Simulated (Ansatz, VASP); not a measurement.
# C (Diamond): VASP beside Ansatz, part 2 of 2

One calculation is typed for both programs; each brings its own data sets and cutoff. How far apart do they land? The cell is taken from a series of VASP runs on this material, whose earlier steps may have relaxed, scaled or displaced it; both programs get it as it stands. Other levels of theory on this material are compared in a session of their own.

VASP 6.6.1 and Ansatz 0.2.0.

So far. Step 3 (VASP: band structure, PBE): The run ends at a pressure of 2.03 GPa.

## Step 5: Ansatz: dielectric response, LDA

Level of this step: Ansatz beside VASP: Kohn-Sham DFT, plane waves, LDA (Ansatz).

The response to a field tests empty states and converges slowly with the mesh.

The cell is taken from a series of VASP runs on this material, whose earlier steps may have relaxed, scaled or displaced it; both programs get it as it stands.

input.yaml reads:

```yaml
crystal:
  lattice:
    - [0.0, 1.78337, 1.78337]
    - [1.78337, 0.0, 1.78337]
    - [1.78337, 1.78337, 0.0]
  atoms:
    - { symbol: C, position: [0.75, 0.75, 0.75] }
    - { symbol: C, position: [0.5, 0.5, 0.5] }
hamiltonian:
  xc: lda
  pseudopotentials: { kind: paw }
kpoints:
  mp_grid: { grid: [14, 14, 14] }
scf:
  occupations: { method: fixed }
dielectric:
  method: response
```

On the command line:

```bash
ansatz run input.yaml --threads 2 --pin off --max-ram 4608MiB --backend cpu --events-out ev --progress --plain --runs-dir out
```

Numbers of over 12 decimals in the logs are rounded to 6 here.

What it wrote:

```text
[...]
Crystal: 2 atoms, lattice volume = 11.344 Å³
Basis set: ecut = 420 eV, 229 PW (Γ), exchange–correlation on 40×40×40 points (8 copies of the dense FFT grid, shifted against one another)
Bands: 8, of which v1, the nominal top of the filled ones, is band 4 counted from 1 (3 counted from 0)
Symmetry: 48 space group operations
k-points: 244 of 2744 (irreducible under 8 space group operations, time reversal used)
[...]
Born effective charges Z* (e; rows j = field, columns β = displacement):
    site 0:
         0.00000    0.00000    0.00000
         0.00000    0.00000    0.00000
         0.00000    0.00000    0.00000
    site 1:
         0.00000    0.00000    0.00000
         0.00000    0.00000    0.00000
         0.00000    0.00000    0.00000
  Z* charge neutrality: 1.474e-5 e pre-enforcement
  k-mesh period / interband length: 35.3 Å / 1.75 Å = 20.15 at k = (0.0000, 0.0000, 0.0000), direct gap 5.539 eV — 14 or more, which is no proof of convergence
[key lines of the parts left out:]
SCF converged after 6 iterations
Free energy (F): -485.971339 eV
Fermi energy:    13.062085 eV
```

It took 6.5 s on 2 threads of Arm Neoverse N1, shared host; peak memory 0.29 GiB; 12 s of CPU time.

## Step 6: VASP: dielectric response, LDA

The same cell, functional (in two slightly different forms) and mesh now go to VASP, with its own data sets and cutoff.

INCAR reads:

```
SYSTEM = C
PREC = Accurate
ENCUT = 460
EDIFF = 1E-08
NELM = 100
ISMEAR = 0
SIGMA = 0.01
LREAL = .FALSE.
ALGO = Normal
GGA = CA
NBANDS = 10
LORBIT = 11
LWAVE = .FALSE.
LCHARG = .FALSE.
KPAR = 4
LEPSILON = .TRUE.
LPEAD = .TRUE.
```

POSCAR reads:

```
C
1.0
    0.0000000000      1.7833700000      1.7833700000
    1.7833700000      0.0000000000      1.7833700000
    1.7833700000      1.7833700000      0.0000000000
C
2
Direct
    0.7500000000      0.7500000000      0.7500000000
    0.5000000000      0.5000000000      0.5000000000
```

KPOINTS reads:

```
Automatic mesh
0
Gamma
14 14 14
0 0 0
```

PAW data sets: C (LDA family, release 64).

On the command line:

```bash
mpirun -np 4 vasp_std
```

What it wrote:

```text
[banner, memory and clock lines left out]
running    4 mpi-ranks, on    1 nodes
[...]
LDA part: xc-table for (Slater(with rela. corr.)+CA(PZ))
 , standard interpolation
 POSCAR, INCAR and KPOINTS ok, starting setup
[...]
entering main loop
       N       E                     dE             d eps       ncg     rms          rms(c)
DAV:   1    -0.429448357171E+01   -0.42945E+01   -0.45909E+03  2258   0.697E+02
DAV:   2    -0.207590502662E+02   -0.16465E+02   -0.15907E+02  2906   0.117E+02
DAV:   3    -0.210386327808E+02   -0.27958E+00   -0.27893E+00  2450   0.118E+01
DAV:   4    -0.210392660254E+02   -0.63324E-03   -0.63321E-03  2268   0.650E-01
[...]
DAV:  10    -0.202380026124E+02   -0.15381E-05   -0.16746E-06  2268   0.114E-02    0.437E-03
DAV:  11    -0.202380025611E+02    0.51316E-07   -0.55401E-08  2374   0.192E-03    0.719E-04
DAV:  12    -0.202380025553E+02    0.58239E-08   -0.12824E-09  1254   0.353E-04
   1 F= -.20238003E+02 E0= -.20238003E+02  d E =-.332289E-12
[...]
change of polarisation eV/A/(eV/A) component  2 :     0.075     0.301     0.005
 dielectric tensor                  component  2 :     1.189     5.803     0.078
 Linear response to external field, progress :
  Direction:   3
       N       E                     dE             d eps       ncg     rms          rms(c)
RMM:   1    -0.152423701095E+00   -0.15242E+00   -0.55286E-01  2910   0.210E+00
RMM:   2    -0.156170528947E+00   -0.37468E-02   -0.91250E-04  2928   0.248E-01    0.711E-01
RMM:   3    -0.153837992484E+00    0.23325E-02   -0.76236E-04  7257   0.211E-01    0.414E-01
RMM:   4    -0.159041633586E+00   -0.52036E-02   -0.11336E-03  8057   0.260E-01    0.321E-02
RMM:   5    -0.159436583699E+00   -0.39495E-03   -0.11762E-05  7563   0.268E-02    0.291E-03
RMM:   6    -0.159451885473E+00   -0.15302E-04   -0.38702E-08  8103   0.173E-03    0.156E-03
RMM:   7    -0.159455381231E+00   -0.34958E-05   -0.63811E-09  8001   0.756E-04    0.105E-04
RMM:   8    -0.159456013147E+00   -0.63192E-06   -0.75687E-11  6812   0.642E-05    0.271E-05
RMM:   9    -0.159455885677E+00    0.12747E-06    0.14647E-11  3858   0.202E-05    0.222E-06
 change of polarisation eV/A/(eV/A) component  3 :     0.015     0.061     0.301
 dielectric tensor                  component  3 :     0.247     0.977     5.803
 Born effective charges drift removed
```

Parts of OUTCAR (step 6):

```text
  Total       -0.8405165     -0.8405165     -0.8405165     -0.0000000      0.0000000     -0.0000000
  in kB     -118.7141484   -118.7141484   -118.7141484     -0.0000000      0.0000000     -0.0000000
  external PRESSURE =    -118.7141484 kB  Pullay stress =       0.0000000 kB

 POSITION                                       TOTAL-FORCE (eV/Angst)
 -----------------------------------------------------------------------------------
      2.67505      2.67505      2.67505         0.000000      0.000000      0.000000
      1.78337      1.78337      1.78337        -0.000000     -0.000000     -0.000000
 -----------------------------------------------------------------------------------
    total drift:                                0.000000     -0.000000      0.000000

 MACROSCOPIC STATIC DIELECTRIC TENSOR (including local field effects in DFT)
 ------------------------------------------------------
           5.802289    -0.000000    -0.000000
           0.000000     5.802289    -0.000000
          -0.000000     0.000000     5.802289
 ------------------------------------------------------

[... 1 part as in an earlier step ...]

[... 1 further part left out ...]
```

## Step 7: Side by side

What differs besides the data sets and the points named for the pairs above, as far as they apply: the two LDA forms differ slightly; VASP's log shows a relativistic correction to its local exchange, Ansatz's none. Total energies have different zeros and are not compared.

The two programs side by side:

```
                                    quantity  Ansatz  VASP  difference
                                       ε∞ xx    5.81  5.80     +0.09 %
                                       ε∞ yy    5.81  5.80     +0.09 %
                                       ε∞ zz    5.81  5.80     +0.09 %
Born charge of C1 (mean of the diagonal) (e)    0.00  0.00        0.00
```

## Step 8: What came out

```json
{
  "difference in gap over the path points (band structure, PBE)": "0.0067 eV",
  "difference in ε∞ xx (dielectric response, LDA)": "0.092 %"
}
```

In words: The difference in gap over the path points is 0.0067 eV (band structure, PBE), within the 0.08 eV picked in this series as the mark of a large difference. 16 further runs of this series are not shown here. How closely two codes agree says nothing of how well the functional describes the real material.

[Lines on the potential files, build, host, timing and source positions are cut from VASP's logs without a mark.]

[Logs are printed without paths, hosts, clocks, repeated set-up lines and the standing remarks that a program may print on its own settings, such as how far it seeks lower states.]

[Hosts, paths, dates, database ids (printed as entryN), source tags and the programs' standing remarks are cut or masked in the printed files.]
